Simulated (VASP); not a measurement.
# AlH₂ClO: harmonic vibrations of a molecule

AlH₂ClO, molecule in box, 5 atoms in the cell. PBE, harmonic vibrations; PAW potentials O, Al, Cl, H (PBE set).

## Input

INCAR.step1:
```
ALGO     = Normal         # electronic algorithm
EDIFF    = 1E-8           # SCF threshold, eV
EDIFFG   = -0.002         # ionic threshold
ENCUT    = 400            # plane-wave cutoff, eV
IBRION   = 2              # ionic algorithm
ISIF     = 2              # what is computed and relaxed
ISMEAR   = 0              # smearing method
ISYM     = 0            
LASPH    = T              # aspherical terms in the spheres
LCHARG   = F              # write CHGCAR
LREAL    = F              # projectors in reciprocal space
LWAVE    = F              # write WAVECAR
NELM     = 100            # most SCF steps
NSW      = 60             # ionic steps
POTIM    = 0.5            # step
PREC     = Accurate       # precision mode
SIGMA    = 0.01           # smearing width, eV
```

INCAR.step2, as INCAR.step1 but for:
```
- EDIFFG = -0.002
- IBRION = 2
- ISIF = 2
- NSW = 60
- POTIM = 0.5
+ IBRION = 5
+ NFREE = 2
+ NSW = 1
+ POTIM = 0.015
```

KPOINTS:
```
k-points
0
Gamma
  1 1 1
```

POSCAR.step1:
```
AlH2ClO
1.0
   13.0000000000      0.0000000000      0.0000000000
    0.0000000000     13.0000000000      0.0000000000
    0.0000000000      0.0000000000     11.0000000000
O Al Cl H
1 1 1 2
Direct
    0.4304538500      0.5409307700      0.4566318200
    0.5490000000      0.5266230800      0.5158954500
    0.6016076900      0.3796769200      0.5636500000
    0.3835769200      0.4855461500      0.4425318200
    0.6184230800      0.6235538500      0.5345045500
```

Commands (each step's output is kept before the next begins):
```
cat potpaw_PBE.64/O/POTCAR potpaw_PBE.64/Al/POTCAR potpaw_PBE.64/Cl/POTCAR potpaw_PBE.64/H/POTCAR > POTCAR
cp INCAR.step1 INCAR
cp POSCAR.step1 POSCAR
mpirun -np 4 vasp_gam > vasp.out
cp CONTCAR POSCAR
cp INCAR.step2 INCAR
mpirun -np 4 vasp_gam > vasp.out
```

## Result

- Vibrations (cm⁻¹; a negative value is imaginary): 3828, 1969, 850, 664, 586, 486, 476, 361, 192
- Zero-point energy (eV): 0.583
- Translations and rotations, which should read zero (cm⁻¹): -20, -8, -3, 4, 6, 13
- Vibrational entropy at 298 K (meV/K): 0.249
- Displaced cells: 30
- Ionic steps, all stages: 65
- Electronic steps, all stages: 1091

VASP 6.6.1 took 1868 s on 4 cores (Intel Xeon Platinum 8259CL @ 2.50GHz (Skylake/Cascade Lake)), a shared host.
